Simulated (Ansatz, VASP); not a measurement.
# Al22Ga16O57 (partly crystallised 42Ga2O3-58Al2O3 (mol %)): VASP beside Ansatz

One calculation is typed for both programs; each brings its own data sets. How far apart do they land? The cell is taken from a series of runs on this material, whose earlier steps may have relaxed, scaled, displaced or heated it; both programs get it as it stands.

Method: plane waves, with VASP 6.6.1 beside it; single point at RPBE, in Ansatz 0.2.0.

## 1. Set-up

The cell holds 95 atoms: 16 Ga, 22 Al and 57 O. Cell: a = 9.820 Å, b = 9.820 Å, c = 9.820 Å, α = 90.0°, β = 90.0°, γ = 90.0°. As first built, before any earlier steps moved the atoms (in the runner's words): 95 atoms (16 Fe, 22 Al, 57 O) placed at random at 3.62 g/cm^3, melted at 5000 K for 10 ps at fixed volume with the Morse and Coulomb pair potential with partial charges (Pedone, Malavasi, Menziani, Cormack and Segre, J. Phys. Chem. B 110, 11780 (2006)). Quenched from 5000 K to 300 K at 100 K/ps and fixed volume, held 10 ps at zero pressure, then minimised at fixed cell. Then Fe was replaced by Ga and the cell scaled by 1.006 (the potential has no terms for the new elements, so the cell is a start for a DFT relaxation). The cell carries charge +1.

## 2. Ansatz: single point, RPBE, pair 1

Ansatz runs on its default PAW (the set named soft_2) files.

A single point gives forces, pressure and levels at one fixed geometry, so differences don't come from the geometry; what else differs is listed under the comparison.

The input, input.yaml:

```yaml
crystal:
  lattice:
    - [9.81985, 0.0, 0.0]
    - [0.0, 9.81985, 0.0]
    - [0.0, 0.0, 9.81985]
  atoms:
    - { symbol: Ga, position: [0.43899, 0.9205, 0.69159] }
    - { symbol: Ga, position: [0.22138, 0.69559, 0.73984] }
    - { symbol: Ga, position: [0.71286, 0.04249, 0.88148] }
    - { symbol: Ga, position: [0.19391, 0.81003, 0.02172] }
    - { symbol: Ga, position: [0.03154, 0.45948, 0.3066] }
    - { symbol: Ga, position: [0.57599, 0.98527, 0.41099] }
    - { symbol: Ga, position: [0.96996, 0.05895, 0.11315] }
    - { symbol: Ga, position: [0.27938, 0.0343, 0.22373] }
    - { symbol: Ga, position: [0.56188, 0.4789, 0.3676] }
    - { symbol: Ga, position: [0.72664, 0.58871, 0.84289] }
    - { symbol: Ga, position: [0.75784, 0.47693, 0.11191] }
    - { symbol: Ga, position: [0.77693, 0.70206, 0.37535] }
    - { symbol: Ga, position: [0.01109, 0.52256, 0.96598] }
    - { symbol: Ga, position: [0.03102, 0.23236, 0.55278] }
    - { symbol: Ga, position: [0.93327, 0.28195, 0.81658] }
    - { symbol: Ga, position: [0.9408, 0.80531, 0.84253] }
    - { symbol: Al, position: [0.13975, 0.02204, 0.80261] }
    - { symbol: Al, position: [0.72901, 0.80511, 0.63486] }
    - { symbol: Al, position: [0.62858, 0.33074, 0.86915] }
    - { symbol: Al, position: [0.6808, 0.27522, 0.60198] }
    - { symbol: Al, position: [0.15581, 0.2609, 0.99305] }
    - { symbol: Al, position: [0.40275, 0.46817, 0.92877] }
    - { symbol: Al, position: [0.06273, 0.77854, 0.27621] }
    - { symbol: Al, position: [0.88505, 0.01222, 0.44279] }
    - { symbol: Al, position: [0.34523, 0.74103, 0.42636] }
    - { symbol: Al, position: [0.95797, 0.55015, 0.59721] }
    - { symbol: Al, position: [0.15103, 0.92297, 0.54195] }
    - { symbol: Al, position: [0.57649, 0.22715, 0.17034] }
    - { symbol: Al, position: [0.4309, 0.13769, 0.94047] }
    - { symbol: Al, position: [0.27843, 0.45804, 0.60973] }
[... 59 atom lines left out ...]
    - { symbol: O, position: [0.80461, 0.97727, 0.03872] }
    - { symbol: O, position: [0.8314, 0.69776, 0.9748] }
    - { symbol: O, position: [0.79887, 0.91205, 0.7696] }
    - { symbol: O, position: [0.9698, 0.30049, 0.37939] }
    - { symbol: O, position: [0.02519, 0.1366, 0.72318] }
    - { symbol: O, position: [0.65091, 0.85364, 0.28951] }
total_charge: 1
kpoints:
  mp_grid: { grid: [1, 1, 1] }
hamiltonian:
  xc: rpbe
scf:
  occupations: { method: fermi_dirac, width: 0.01 }
  lower_state_search: "off"
output:
  forces: true
  stress: true
  populations: intrinsic
  dos:
    method: { smearing: { sigma: 0.08 } }
    de: 0.1
    projected: { site_lists: { Al: [Al], Ga: [Ga], O: [O] } }
  eigenvalues: true
  write_density: true
  write_potential: true
  volumetric_format: npy
magnetization:
  spin_polarized: true
  initial_magnetization: 1
```

Command:

```console
$ ansatz run input.yaml --threads 4 --pin off --max-ram 8192MiB --backend cpu --events-out ev --progress --plain --runs-dir out
```

Numbers of over 12 decimals in the logs are rounded to 6 here.

What it wrote:

```text
Engine: ansatz 0.2.0, aarch64-unknown-linux-gnu
Pseudopotentials: kind: paw
Pseudopotential: Ga, paw, valence charge 13, recommended cutoff 420 eV (normal), Ga.paw.azcp
Pseudopotential: Al, paw, valence charge 3, recommended cutoff 420 eV (normal), Al.paw.azcp
Pseudopotential: O, paw, valence charge 6, recommended cutoff 420 eV (normal), O.paw.azcp
Functional definition: RPBE
  parameter kappa = 0.804
  parameter beta = 0.066725
  exchange = rpbe_x(kappa = kappa, mu = beta*pi^2/3)
  correlation = pbe_c(beta = beta)
Crystal: 95 atoms, lattice volume = 946.923 Å³
Basis set: ecut = 420 eV, 18613 PW (Γ), exchange–correlation on 144×144×144 points (8 copies of the dense FFT grid, shifted against one another)
Bands: 403, of which v1, the nominal top of the filled ones, is band 308 counted from 1 (307 counted from 0)
Symmetry: 1 space group operations
Space group: P1 (ITA 1), of the structure as read, at distance tolerance 9.8e-5 Å
Magnetic group: BNS 1.1 (UNI 1), of the structure as read, at distance tolerance 9.8e-5 Å
k-points: 1
Non-local potential: Ga, projectors of the file, l = 0: 2, l = 1: 2, l = 2: 3, l = 3: 1
Non-local potential: Al, projectors of the file, l = 0: 2, l = 1: 2, l = 2: 1
Non-local potential: O, projectors of the file, l = 0: 2, l = 1: 2, l = 2: 1
PAW form: soft (Blöchl's): semilocal exchange-correlation on the pseudo side does not see the compensation charge
PAW frozen core: Ga, regenerated for the run's functional, and the local potential with it (the file was generated under x = pbe(κ = 0.804, μ = 0.219515), c = pbe(β = 0.066725))
PAW frozen core: Al, regenerated for the run's functional, and the local potential with it (the file was generated under x = pbe(κ = 0.804, μ = 0.219515), c = pbe(β = 0.066725))
PAW frozen core: O, regenerated for the run's functional, and the local potential with it (the file was generated under x = pbe(κ = 0.804, μ = 0.219515), c = pbe(β = 0.066725))
PAW one-centre angular grid: Ga, 590 points (default); XC on 64 Gauss nodes
PAW one-centre angular grid: Al, 110 points (default); XC on 64 Gauss nodes
PAW one-centre angular grid: O, 110 points (default); XC on 64 Gauss nodes
Initial density: superposition of atomic densities (chi_scale 0.1, normalization cell, long waves kept (reshape's long-wave potential 0.84 eV rms))
Starting moments: Σ|m| = 1 μB on 95 of 95 sites
Initial wavefunctions: pseudopotential atomic-orbital guess
Functional: x = rpbe, c = pbe(β = 0.066725)
SCF iter   1: F=—  HF=-105075.266256 eV  |F-HF|=—  |Δ(HF+E_count)|=         —  Δρ=6.61e-2 (↑6.44e-2 ↓6.61e-2)  dr2=1.28e2  dr2_m=5.32e-1  M=1.000 μB ∫|m|=1.043 μB  β_m=1.00  ethr=3.10e-3  ⟨swp⟩=6.0  Hψ=3190  notcnv=0  defer=28
preconditioner: auto → Resta (q_TF=auto, 2.539 Å⁻¹)  ε∞=3.5  [insulator: Δε(μ)=0.287 eV  Ē_g=18.801 eV  σ=0.010 eV  W_gap=1.00  n_scr=250 (ndim 8)  ℏωp=29.9 eV  f_vac=0.000  D(μ)=0.00/eV (n_scr^D=0)  ε∞_Penn≈3.5]
spin=Collinear: Resta preconditioning applied to the charge; magnetization (m = ρ↑ − ρ↓) channel mixes plain (no charge-response kernel on spin).
SCF iter   2: F=—  HF=-105048.107704 eV  |F-HF|=—  |Δ(HF+E_count)|=         —  Δρ=4.06e-2 (↑3.81e-2 ↓4.06e-2)  dr2=4.52e1  dr2_m=6.03e-1  M=0.981 μB ∫|m|=1.108 μB  β_m=0.30  ethr=3.10e-3  ⟨swp⟩=2.5  Hψ=1535  notcnv=0  defer=178
Mixer restart at iter 2: flushing history
SCF iter   3: F=—  HF=-105039.984552 eV  |F-HF|=—  |Δ(HF+E_count)|=    8.12e0  Δρ=2.67e-2 (↑2.58e-2 ↓2.67e-2)  dr2=2.24e1  dr2_m=4.28e-2  M=1.000 μB ∫|m|=1.096 μB  β_m=0.30  ethr=3.10e-3  ⟨swp⟩=3.0  Hψ=1149  notcnv=0  defer=178
SCF iter   4: F=—  HF=-105035.953634 eV  |F-HF|=—  |Δ(HF+E_count)|=    4.03e0  Δρ=2.31e-2 (↑1.37e-2 ↓2.31e-2)  dr2=9.80e0  dr2_m=6.40e-1  M=1.000 μB ∫|m|=1.160 μB  β_m=0.30  ethr=3.10e-3  ⟨swp⟩=2.0  Hψ=1440  notcnv=0  defer=182
SCF iter   5: F=—  HF=-105034.529698 eV  |F-HF|=—  |Δ(HF+E_count)|=    1.42e0  Δρ=1.27e-2 (↑7.01e-3 ↓1.27e-2)  dr2=2.63e0  dr2_m=2.21e-1  M=1.000 μB ∫|m|=1.190 μB  β_m=0.30  ethr=1.59e-3  ⟨swp⟩=3.0  Hψ=1055  notcnv=0  defer=182
SCF iter   6: F=—  HF=-105034.312945 eV  |F-HF|=—  |Δ(HF+E_count)|=   2.17e-1  Δρ=5.21e-3 (↑4.03e-3 ↓5.21e-3)  dr2=4.20e-1  dr2_m=6.10e-2  M=0.997 μB ∫|m|=1.113 μB  β_m=0.30  ethr=4.28e-4  ⟨swp⟩=3.0  Hψ=1143  notcnv=0  defer=182
SCF iter   7: F=—  HF=-105034.435327 eV  |F-HF|=—  |Δ(HF+E_count)|=   1.22e-1  Δρ=3.86e-3 (↑2.93e-3 ↓3.86e-3)  dr2=3.60e-1  dr2_m=1.16e-2  M=1.000 μB ∫|m|=1.104 μB  β_m=0.30  ethr=6.83e-5  ⟨swp⟩=4.5  Hψ=1299  notcnv=0  defer=180
Mixer restart at iter 7: flushing history
spin-set hold released at iteration 7 (site moments contracting): the magnetisation degrees of freedom join the quasi-Newton model from the next iteration; the mixer history was flushed
[...]
k-point 0 ↓: bands = [... 304 lower, 7.5245, 7.5961, 7.6356, 7.7710, 10.6895, 12.5448, 12.7875, 12.8648, ... 91 higher]
--- intrinsic populations: 95 sites ---
  site symbol       q [e]    m [muB]
     0     Ga     11.9489    -0.0003
     1     Ga     11.9555    -0.0000
     2     Ga     11.8927    -0.0018
     3     Ga     11.9451    -0.0003
     4     Ga     11.9415    -0.0031
     5     Ga     11.9450    -0.0068
     6     Ga     11.8989    -0.0069
     7     Ga     11.9271    -0.0008
     8     Ga     11.9139    -0.0005
     9     Ga     11.9928    -0.0001
    10     Ga     11.9311    -0.0009
    11     Ga     11.9563    -0.0005
    12     Ga     11.9370    -0.0005
    13     Ga     11.9177    -0.0039
    14     Ga     11.9585    -0.0013
    15     Ga     11.9514    -0.0004
    16     Al      1.6543    -0.0003
    17     Al      1.6921    -0.0004
    18     Al      1.6918    -0.0013
    19     Al      1.6615    -0.0018
    20     Al      1.6678    -0.0016
    21     Al      1.6601    -0.0010
    22     Al      1.6274    -0.0006
    23     Al      1.6411    -0.0050
[...]
87      O      6.8952     0.0047
    88      O      6.8900     0.0001
    89      O      6.7585     0.0613
    90      O      6.7508     0.0025
    91      O      6.7475     0.0060
    92      O      6.6831     0.1426
    93      O      6.7883     0.0034
    94      O      6.7914     0.0043
  spilling = 0.000000 (of n_electrons = 615.000000)
```

In the SCF lines HF is the Harris–Foulkes energy and dr2 the Hartree energy of the density residual, in eV; the loop may stop once dr2 is under the threshold and the program's other checks hold. Hψ counts applications of the Hamiltonian.

## 3. VASP: single point, RPBE, pair 1

The same cell, functional, mesh and smearing now go to VASP, with its own data sets.

Lines of VASP's logs that name or quote its potential files are left out, and so is its time.

The input, INCAR:

```
SYSTEM = Al22Ga16O57
PREC = Accurate
ENCUT = 600
EDIFF = 1E-06
NELM = 200
ISMEAR = -1
SIGMA = 0.01
LREAL = Auto
ALGO = Normal
GGA = RP
NELECT = 615
NBANDS = 376
ISPIN = 2
MAGMOM = 0 0 -0 0 0 -0 -0 0 0 0 0 0 -0 0 0 0 -0 0 -0 -0 -0 -0 -0 -0 -0 -0 0 -0 -0 -0 -0 0 -0 -0 -0 -0 -0 -0 0 0.01 0.02 0 0 0 0 0 0 0.01 0.03 -0 0.01 0.01 0 0 -0 0.03 0 -0 0.01 0.01 0 0 0 0 0 0 0.02 0.02 0 0.01 0.24 0 0 0.01 0 0 0.01 0.14 0.01 -0 0 0 0 0.07 0 0 0 0 0 0.05 0 0.01 0.12 0 0
LORBIT = 11
LWAVE = .FALSE.
LCHARG = .FALSE.
ISIF = 2
LASPH = .TRUE.
GGA_COMPAT = .FALSE.
NCORE = 2
```

The input, POSCAR:

```
Al22Ga16O57
1.0
    9.8198500000      0.0000000000      0.0000000000
    0.0000000000      9.8198500000      0.0000000000
    0.0000000000      0.0000000000      9.8198500000
Ga Al O
16 22 57
Direct
    0.4389900000      0.9205000000      0.6915900000
    0.2213800000      0.6955900000      0.7398400000
    0.7128600000      0.0424900000      0.8814800000
    0.1939100000      0.8100300000      0.0217200000
    0.0315400000      0.4594800000      0.3066000000
    0.5759900000      0.9852700000      0.4109900000
    0.9699600000      0.0589500000      0.1131500000
    0.2793800000      0.0343000000      0.2237300000
    0.5618800000      0.4789000000      0.3676000000
    0.7266400000      0.5887100000      0.8428900000
    0.7578400000      0.4769300000      0.1119100000
    0.7769300000      0.7020600000      0.3753500000
    0.0110900000      0.5225600000      0.9659800000
    0.0310200000      0.2323600000      0.5527800000
    0.9332700000      0.2819500000      0.8165800000
    0.9408000000      0.8053100000      0.8425300000
    0.1397500000      0.0220400000      0.8026100000
    0.7290100000      0.8051100000      0.6348600000
    0.6285800000      0.3307400000      0.8691500000
    0.6808000000      0.2752200000      0.6019800000
    0.1558100000      0.2609000000      0.9930500000
    0.4027500000      0.4681700000      0.9287700000
    0.0627300000      0.7785400000      0.2762100000
    0.8850500000      0.0122200000      0.4427900000
    0.3452300000      0.7410300000      0.4263600000
    0.9579700000      0.5501500000      0.5972100000
    0.1510300000      0.9229700000      0.5419500000
    0.5764900000      0.2271500000      0.1703400000
    0.4309000000      0.1376900000      0.9404700000
    0.2784300000      0.4580400000      0.6097300000
[... 59 atom lines left out ...]
    0.8046100000      0.9772700000      0.0387200000
    0.8314000000      0.6977600000      0.9748000000
    0.7988700000      0.9120500000      0.7696000000
    0.9698000000      0.3004900000      0.3793900000
    0.0251900000      0.1366000000      0.7231800000
    0.6509100000      0.8536400000      0.2895100000
```

The input, KPOINTS:

```
Automatic mesh
0
Gamma
1 1 1
0 0 0
```

PAW data sets: Ga_d, Al and O (PBE family, release 64).

Command:

```console
$ mpirun -np 8 vasp_gam
```

What it wrote:

```text
[banner, memory and clock lines left out]
running    8 mpi-ranks, on    1 nodes
[...]
|                                                                             |
|               ----> ADVICE to this user running VASP <----                  |
|                                                                             |
|     You enforced a specific xc type in the INCAR file but a different       |
|     [... a line on the potential file left out ...]
|     I HOPE YOU KNOW WHAT YOU ARE DOING!                                     |
|                                                                             |

 LDA part: xc-table for (Slater+PW92), standard interpolation
 POSCAR, INCAR and KPOINTS ok, starting setup
[...]
entering main loop
       N       E                     dE             d eps       ncg     rms          rms(c)
DAV:   1     0.168849394224E+05    0.16885E+05   -0.25321E+05  1680   0.300E+03
DAV:   2     0.399216786182E+04   -0.12893E+05   -0.11907E+05  1504   0.946E+02
DAV:   3    -0.140611177721E+03   -0.41328E+04   -0.38677E+04  2040   0.373E+02
DAV:   4    -0.662138218610E+03   -0.52153E+03   -0.51201E+03  2048   0.142E+02
DAV:   5    -0.690564516299E+03   -0.28426E+02   -0.28103E+02  2080   0.365E+01BRMIX: very serious problems
 the old and the new charge density differ
 old charge density:   616.00000 new  615.00000
    0.566E+01
DAV:   6    -0.600496067176E+03    0.90068E+02   -0.32148E+02  2824   0.663E+01    0.187E+01
DAV:   7    -0.602522562982E+03   -0.20265E+01   -0.38580E+01  1776   0.132E+01    0.119E+01
DAV:   8    -0.602811793210E+03   -0.28923E+00   -0.55115E+00  2272   0.825E+00    0.685E+00
DAV:   9    -0.603020341010E+03   -0.20855E+00   -0.51468E+00  2176   0.556E+00    0.703E+00
[...]
DAV:  22    -0.603032171280E+03   -0.29700E-07   -0.22492E-05  1856   0.176E-02    0.108E-02
DAV:  23    -0.603032172178E+03   -0.89828E-06   -0.10083E-05  1632   0.980E-03    0.562E-03
DAV:  24    -0.603032172969E+03   -0.79080E-06   -0.34841E-06  1176   0.751E-03
   1 F= -.60303217E+03 E0= -.60303209E+03  d E =-.172222E-03  mag=     1.0000
```

Parts of OUTCAR (step 3):

```text
  Total       44.4568945     54.4633070     71.7229174      4.0095506     -0.2476095      7.8604390
  in kB       75.2203142     92.1509950    121.3539641      6.7840919     -0.4189511     13.2997299
  external PRESSURE =      96.2417577 kB  Pullay stress =       0.0000000 kB

 POSITION                                       TOTAL-FORCE (eV/Angst)
 -----------------------------------------------------------------------------------
      4.31082      9.03917      6.79131         0.053969      0.037312     -0.008179
      2.17392      6.83059      7.26512         0.002836     -0.007862     -0.038267
      7.00018      0.41725      8.65600         0.027987     -0.026916     -0.011361
      1.90417      7.95437      0.21329         0.007667      0.017592      0.033176
      0.30972      4.51202      3.01077        -0.017944     -0.023022     -0.021171
      5.65614      9.67520      4.03586         0.030823      0.060024      0.001147
      9.52486      0.57888      1.11112         0.003431      0.044041     -0.007920
      2.74347      0.33682      2.19700        -0.027722     -0.015068     -0.002548
[...]
5.04681      1.97428      5.81178        -0.031336      0.001575     -0.012022
      1.52168      6.64166      1.57373         0.021506     -0.024771      0.035671
      3.12458      1.61988      3.60123         0.008857      0.039390      0.037653
      6.22421      4.39546      7.00754        -0.034321     -0.010020     -0.028974
      2.46370      1.22915      8.85692        -0.003176     -0.011890      0.000742
[...]
-----------------------------------------------------------------------------------
    total drift:                               -0.001908     -0.002737      0.007541

  FREE ENERGIE OF THE ION-ELECTRON SYSTEM (eV)
  ---------------------------------------------------
  free  energy   TOTEN  =      -603.0321729691 eV

  energy  without entropy=     -603.0320007474  energy(sigma->0) =     -603.03208686

 magnetization (x)
# of ion       s       p       d       tot
------------------------------------------
    1        0.000  -0.000   0.000   0.000
    2       -0.000  -0.000   0.000   0.000
    3       -0.000  -0.000  -0.000  -0.001
    4       -0.000  -0.000   0.000  -0.000
    5       -0.001  -0.001   0.002  -0.000
    6       -0.001  -0.002   0.000  -0.003
    7       -0.002  -0.003   0.001  -0.004
    8       -0.000  -0.000   0.001   0.000
    9       -0.000   0.000   0.000   0.000
   10        0.000  -0.000   0.000   0.000
   11       -0.000  -0.000   0.000  -0.000
   12       -0.000  -0.000   0.000  -0.000
   13       -0.000  -0.000   0.000  -0.000
[...]
--------------------------------------------------
tot          0.001   0.839   0.010   0.849

[... 3 further parts left out ...]
[key lines of the parts left out:]
E-fermi :   5.0037
```

The run ends at a pressure of 9.62 GPa, with forces up to 0.087 eV/Å.

## 4. Comparison

Known differences besides the potentials themselves: VASP starts from the moments at which Ansatz ended; the cutoff is 420 eV in Ansatz and 600 eV in VASP (PREC = Accurate, projectors in real space); Ansatz makes its cores anew for this functional, VASP keeps those of its PBE data sets; site moments are counted in spheres of each program's own size. Total energies have different zeros and are not compared.

The two programs side by side:

```
          quantity  Ansatz  VASP  difference
 total moment (μB)    1.00  1.00        0.00
moment on O71 (μB)    0.23  0.24        0.00
moment on O78 (μB)    0.14  0.14        0.00
moment on O93 (μB)    0.12  0.12        0.00
moment on O84 (μB)    0.07  0.07        0.00
moment on O90 (μB)    0.05  0.05        0.00
```

Forces on 8 of the 95 atoms, those with the largest forces and the largest differences (eV/Å; atoms numbered as in POSCAR):

```
atom          Ansatz x, y, z            VASP x, y, z
 Ga6  -0.003, -0.011, -0.015     0.031, 0.060, 0.001
 O41     0.004, 0.005, 0.011   -0.013, 0.085, -0.007
 O46    0.015, 0.018, -0.003    0.074, 0.039, -0.007
 O53     0.002, 0.006, 0.002   0.022, -0.018, -0.070
 O64    -0.002, 0.007, 0.017    -0.035, 0.007, 0.074
 O65    -0.023, 0.002, 0.011  -0.082, -0.025, -0.008
 O80   -0.010, 0.004, -0.013   0.007, -0.028, -0.069
 O94   0.001, -0.003, -0.005    0.040, -0.058, 0.012
```

The forces differ by 25 meV/Å r.m.s., which is 95.1 % of the r.m.s. force of 0.026 eV/Å (both taken over all components). The cell carries a charge of +1 e against a uniform background, so its pressure also hangs on how the neutralising background is counted, and in a defect's cell a gap may be the spacing between its levels.

(Continued in part 2 of 2.)

[Lines on the potential files, build, host, timing and source positions are cut from VASP's logs without a mark.]

[Logs are printed without paths, hosts, clocks, repeated set-up lines and the standing remarks that a program may print on its own settings, such as how far it seeks lower states.]

[Hosts, paths, dates, database ids (printed as entryN), source tags and the programs' standing remarks are cut or masked in the printed files.]
